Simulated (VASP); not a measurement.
# GW-BSE spectrum of BaTiO3, part 2 of 4

What does the electron-hole attraction do to the spectrum of BaTiO3? The cell has space group Pm-3m. The start is a cell from a database of measured crystal structures.

VASP 6.6.1, plane waves and PAW; the level of theory is named at each step.

So far. Step 2 (Ground state): The cell has a gap of 1.71 eV on mesh and path and a pressure of -11.9 GPa, which holds the misfit of the given cell and coordinates with this functional, and any error of cutoff, mesh and data sets. Spin-orbit coupling is left out, which can shift or reorder these edges. Step 3 (Empty bands): WAVECAR now holds 152 bands for 40 electrons.

## (4) G0W0

This step: G0W0 on LDA, no spin polarisation; plane waves and PAW (Ba_sv_GW, Ti_sv_GW, O_GW) (VASP 6.6.1).

One pass of GW corrects the levels to first order, with G and W from the starting orbitals. LWAVE keeps the quasiparticle levels in WAVECAR, and the W files hold the screened interaction for the next step.

Contents of INCAR:

```
SYSTEM = BaTiO3
PREC = Accurate
ENCUT = 440
ISMEAR = 0
SIGMA = 0.01
LREAL = .FALSE.
GGA = CA
NBANDS = 152
LASPH = .TRUE.
ALGO = EVGW0
NELMGW = 1
ENCUTGW = 100
NOMEGA = 48
PRECFOCK = Fast
NBANDSGW = 32
LWAVE = .TRUE.
LCHARG = .FALSE.
```

Contents of POSCAR:

```
BaTiO3
1.0
    4.0060000000      0.0000000000      0.0000000000
    0.0000000000      4.0060000000      0.0000000000
    0.0000000000      0.0000000000      4.0060000000
Ba Ti O
1 1 3
Direct
    0.5000000000      0.5000000000      0.5000000000
    0.0000000000      0.0000000000      0.0000000000
    0.5000000000      0.0000000000      0.0000000000
    0.0000000000      0.5000000000      0.0000000000
    0.0000000000      0.0000000000      0.5000000000
```

Contents of KPOINTS:

```
Automatic mesh
0
Gamma
6 6 6
0 0 0
```

PAW data sets: Ba_sv_GW, Ti_sv_GW and O_GW (LDA family, release 64).

Command:

```sh
> mpirun -np 8 vasp_std
```

Output:

```text
[banner, memory and clock lines left out]
running    8 mpi-ranks, on    1 nodes
 distrk:  each k-point on    8 cores,    1 groups
 distr:  one band on    1 cores,    8 groups

 POSCAR found type information on POSCAR BaTiO
 POSCAR found :  3 types and       5 ions
 [... a notice as in an earlier step ...]

|                                                                             |
|           W    W    AA    RRRRR   N    N  II  N    N   GGGG   !!!           |
|           W    W   A  A   R    R  NN   N  II  NN   N  G    G  !!!           |
|           W    W  A    A  R    R  N N  N  II  N N  N  G       !!!           |
|           W WW W  AAAAAA  RRRRR   N  N N  II  N  N N  G  GGG   !            |
|           WW  WW  A    A  R   R   N   NN  II  N   NN  G    G                |
|           W    W  A    A  R    R  N    N  II  N    N   GGGG   !!!           |
|                                                                             |
|     The default for ENCUTGWSOFT is different in this version of VASP.       |
|     please manually set ENCUTGWSOFT =100 in the INCAR file.                 |
|                                                                             |

 LDA part: xc-table for (Slater(with rela. corr.)+CA(PZ))
 , standard interpolation
 found WAVECAR, reading the header
 POSCAR, INCAR and KPOINTS ok, starting setup
 FFT: planning ... GRIDC
 FFT: planning ... GRID_SOFT
 FFT: planning ... GRID
 reading WAVECAR
 the WAVECAR file was read successfully
 initial charge from wavefunction
 available memory per node:     99.86 GB, setting MAXMEM to    102258

 The Fermi energy was updated, please check that it is located mid-gap
 values below the HOMO (VB) or above the LUMO (CB) will cause erroneous energies
 E-fermi :   5.8710

 calculate exact exchange contribution
 the WAVEDER file was read successfully
|                                                                             |
|           W    W    AA    RRRRR   N    N  II  N    N   GGGG   !!!           |
|           W    W   A  A   R    R  NN   N  II  NN   N  G    G  !!!           |
|           W    W  A    A  R    R  N N  N  II  N N  N  G       !!!           |
|           W WW W  AAAAAA  RRRRR   N  N N  II  N  N N  G  GGG   !            |
|           WW  WW  A    A  R   R   N   NN  II  N   NN  G    G                |
|           W    W  A    A  R    R  N    N  II  N    N   GGGG   !!!           |
|                                                                             |
|     Automatic setting of frequency mesh for GW failed. Frequency mesh       |
|     properly not suitable for determining QP energies. Consider             |
|     increasing number of kpoints.                                           |
|                                                                             |

energies w=
    0.000    0.000    0.833    0.000    1.662    0.000    2.484    0.000
    3.298    0.000    4.099    0.000    4.887    0.000    5.661    0.000
    6.421    0.000    7.167    0.000    7.899    0.000    8.620    0.000
    9.330    0.000   10.031    0.000   10.727    0.000   11.418    0.000
   12.109    0.000   12.801    0.000   13.498    0.000   14.203    0.000
   14.919    0.000   15.651    0.000   16.402    0.000   17.178    0.000
   17.984    0.000   18.827    0.000   19.713    0.000   20.651    0.000
   21.651    0.000   22.725    0.000   23.889    0.000   25.159    0.000
   26.557    0.000   28.113    0.000   29.862    0.000   31.849    0.000
   34.138    0.000   36.810    0.000   39.981    0.000   43.815    0.000
   48.551    0.000   54.558    0.000   62.428    0.000   73.184    0.000
   88.745    0.000  113.195    0.000  157.035    0.000  257.937    0.000
 responsefunction array rank=     152
 LDA part: xc-table for (Slater(with rela. corr.)+CA(PZ))
 , standard interpolation

 min. memory requirement per mpi rank    526.4 MB, per node   4210.9 MB

 allocating   6 responsefunctions rank=   152
 shmem allocating  48 responsefunctions rank=   152
 response function shared by NCSHMEM nodes    1
 Doing            6  frequencies on each core in blocks of           48
NQ=   1    0.0000    0.0000    0.0000,
|.........|.........|.........|.........|.........|.........|.........|.........
 performed       1335000 updates of chi_q(r,r)
 total number of BLAS operations        230.79 Gflops
NQ=   2    0.1667    0.0000    0.0000,
|.........|.........|.........|.........|.........|.........|.........|.........
 performed       3448000 updates of chi_q(r,r)
 total number of BLAS operations        596.12 Gflops
NQ=   3    0.3333    0.0000    0.0000,
|.........|.........|.........|.........|.........|.........|.........|.........
 performed       5561000 updates of chi_q(r,r)
 total number of BLAS operations        976.51 Gflops
NQ=   4    0.5000    0.0000    0.0000,
|.........|.........|.........|.........|.........|.........|.........|.........
 performed       7226000 updates of chi_q(r,r)
 total number of BLAS operations       1276.35 Gflops
NQ=   5    0.1667    0.1667    0.0000,
|.........|.........|.........|.........|.........|.........|.........|.........
 performed       9845000 updates of chi_q(r,r)
 total number of BLAS operations       1741.53 Gflops
NQ=   6    0.3333    0.1667    0.0000,
|.........|.........|.........|.........|.........|.........|.........|.........
 performed      12541000 updates of chi_q(r,r)
 total number of BLAS operations       2188.92 Gflops
NQ=   7    0.5000    0.1667    0.0000,
|.........|.........|.........|.........|.........|.........|.........|.........
 performed      15160000 updates of chi_q(r,r)
 total number of BLAS operations       2635.56 Gflops
NQ=   8    0.3333    0.3333    0.0000,
|.........|.........|.........|.........|.........|.........|.........|.........
 performed      17779000 updates of chi_q(r,r)
 total number of BLAS operations       3046.24 Gflops
NQ=   9    0.5000    0.3333    0.0000,
|.........|.........|.........|.........|.........|.........|.........|.........
 performed      20398000 updates of chi_q(r,r)
 total number of BLAS operations       3480.72 Gflops
NQ=  10    0.5000    0.5000    0.0000,
|.........|.........|.........|.........|.........|.........|.........|.........
 performed      22044000 updates of chi_q(r,r)
 total number of BLAS operations       3785.02 Gflops
NQ=  11    0.1667    0.1667    0.1667,
|.........|.........|.........|.........|.........|.........|.........|.........
 performed      24157000 updates of chi_q(r,r)
 total number of BLAS operations       4125.92 Gflops
NQ=  12    0.3333    0.1667    0.1667,
|.........|.........|.........|.........|.........|.........|.........|.........
 performed      27204000 updates of chi_q(r,r)
 total number of BLAS operations       4631.41 Gflops
NQ=  13    0.5000    0.1667    0.1667,
|.........|.........|.........|.........|.........|.........|.........|.........
 performed      29706000 updates of chi_q(r,r)
 total number of BLAS operations       5046.52 Gflops
NQ=  14    0.3333    0.3333    0.1667,
|.........|.........|.........|.........|.........|.........|.........|.........
 performed      32947000 updates of chi_q(r,r)
 total number of BLAS operations       5622.28 Gflops
NQ=  15    0.5000    0.3333    0.1667,
|.........|.........|.........|.........|.........|.........|.........|.........
 performed      36149000 updates of chi_q(r,r)
 total number of BLAS operations       6153.59 Gflops
NQ=  16    0.5000    0.5000    0.1667,
|.........|.........|.........|.........|.........|.........|.........|.........
 performed      38223000 updates of chi_q(r,r)
 total number of BLAS operations       6537.00 Gflops
NQ=  17    0.3333    0.3333    0.3333,
|.........|.........|.........|.........|.........|.........|.........|.........
 performed      40336000 updates of chi_q(r,r)
 total number of BLAS operations       6907.31 Gflops
NQ=  18    0.5000    0.3333    0.3333,
|.........|.........|.........|.........|.........|.........|.........|.........
 performed      42838000 updates of chi_q(r,r)
 total number of BLAS operations       7334.04 Gflops
NQ=  19    0.5000    0.5000    0.3333,
|.........|.........|.........|.........|.........|.........|.........|.........
 performed      44912000 updates of chi_q(r,r)
 total number of BLAS operations       7697.54 Gflops
NQ=  20    0.5000    0.5000    0.5000,
|.........|.........|.........|.........|.........|.........|.........|.........
 performed      46247000 updates of chi_q(r,r)
 total number of BLAS operations       7895.08 Gflops
 resolving degeneracies of screened two electron integrals

 calculate QP shifts <psi_nk| G(iteration)W_0 |psi_nk>: iteration 1
 writing wavefunctions
 entering main loop
```

Wall time 16 min (8 MPI ranks of AMD EPYC 7R43, shared host); peak memory 3.6 GiB.

OUTCAR, selected parts (step 4):

```text
The static configuration has the point symmetry O_h .

 Found     20 irreducible k-points:

   k-points           NKPTS =     20   k-points in BZ     NKDIM =    216   number of bands    NBANDS=    152

   NELECT =      40.0000    total number of electrons

 E-fermi :   5.8710

 QP shifts <psi_nk| G(iteration)W_0 |psi_nk>: iteration 1
 for sc-GW calculations column KS-energies equals QP-energies in previous step
 and V_xc(KS)=  KS-energies - (<T + V_ion + V_H > + <T+V_H+V_ion>^1  + <V_x>^1)
 k-point   1 :       0.0000    0.0000    0.0000
  band No.  KS-energies  QP-energies   sigma(KS)   V_xc(KS)     V^pw_x(r,r')   Z            occupation Imag(sigma)
    ...
     17       3.8889       3.7071     -18.8216     -18.5681     -23.5354       0.7174       2.0000       0.4400
     18       4.9079       4.8358     -20.1435     -20.0451     -24.5729       0.7324       2.0000       0.3447
     19       4.9079       4.8358     -20.1435     -20.0451     -24.5729       0.7324       2.0000       0.3447
     20       4.9079       4.8358     -20.1435     -20.0451     -24.5729       0.7324       2.0000       0.3447
     21       6.7263       8.4874     -16.2522     -18.6498     -10.7044       0.7346       0.0000      -0.3326
     22       6.7263       8.4874     -16.2522     -18.6498     -10.7044       0.7346       0.0000      -0.3326
     23       6.7263       8.4874     -16.2522     -18.6498     -10.7044       0.7346       0.0000      -0.3326
     24       9.0011      11.1395     -19.0326     -21.9837     -13.4324       0.7246       0.0000      -0.3599
    ...

 k-point   2 :       0.1667    0.0000    0.0000
  band No.  KS-energies  QP-energies   sigma(KS)   V_xc(KS)     V^pw_x(r,r')   Z            occupation Imag(sigma)
    ...
     17       3.6673       3.4596     -18.2982     -18.0098     -22.9419       0.7201       2.0000       0.4555
     18       4.2785       4.1744     -19.3919     -19.2489     -23.8152       0.7280       2.0000       0.3874
     19       4.7192       4.6586     -19.9778     -19.8949     -24.3072       0.7311       2.0000       0.3469
     20       4.7192       4.6586     -19.9778     -19.8949     -24.3072       0.7311       2.0000       0.3469
     21       6.7583       8.5323     -16.3310     -18.7488     -10.7466       0.7337       0.0000      -0.3360
     22       7.2581       8.9873     -17.0211     -19.4005     -11.6834       0.7267       0.0000      -0.3475
     23       7.2581       8.9873     -17.0211     -19.4005     -11.6834       0.7267       0.0000      -0.3475
     24       9.0030      11.1412     -19.0537     -22.0063     -13.4494       0.7242       0.0000      -0.3606
    ...

 k-point   3 :       0.3333    0.0000    0.0000
  band No.  KS-energies  QP-energies   sigma(KS)   V_xc(KS)     V^pw_x(r,r')   Z            occupation Imag(sigma)
    ...
     17       3.2771       3.0289     -17.5470     -17.2043     -22.1396       0.7243       2.0000       0.4894
     18       3.4189       3.2024     -18.3657     -18.0663     -23.0988       0.7230       2.0000       0.4873
     19       4.4471       4.3488     -19.9154     -19.7811     -24.3736       0.7311       2.0000       0.3635
     20       4.4471       4.3488     -19.9154     -19.7811     -24.3736       0.7311       2.0000       0.3635
     21       6.8243       8.6229     -16.4996     -18.9604     -10.8382       0.7309       0.0000      -0.3431
     22       8.1155       9.8887     -18.0041     -20.5046     -12.3445       0.7091       0.0000      -0.4244
     23       8.1155       9.8887     -18.0041     -20.5046     -12.3445       0.7091       0.0000      -0.4244
     24       9.0059      11.1440     -19.0673     -22.0215     -13.4562       0.7238       0.0000      -0.3616
    ...

[... 7 parts as in an earlier step ...]

[... 5 further parts left out ...]
```

This step gave:

- quasiparticle gap on the mesh: 3.569 eV
- smallest direct quasiparticle gap on the mesh: 3.652 eV
- gap of the starting orbitals on the mesh: 1.711 eV

GW takes the gap from 1.711 to 3.569 eV. Spin-orbit coupling is left out. The value holds for 152 bands, ENCUTGW = 100 eV and this mesh, and isn't shown to be converged in them. VASP warns that the automatic setting of its frequency mesh failed and advises more k points, so the value is in doubt.

(Continued in part 3 of 4.)

[Lines on the potential files, build, host, timing and source positions are cut from VASP's logs without a mark.]

[Logs are printed without paths, hosts, clocks, repeated set-up lines and the standing remarks that a program may print on its own settings, such as how far it seeks lower states.]

[Hosts, paths, dates, database ids (printed as entryN), source tags and the programs' standing remarks are cut or masked in the printed files.]

[Pressures printed for these runs are not shown converged in the cutoff: they can be off by several GPa and have the wrong sign.]
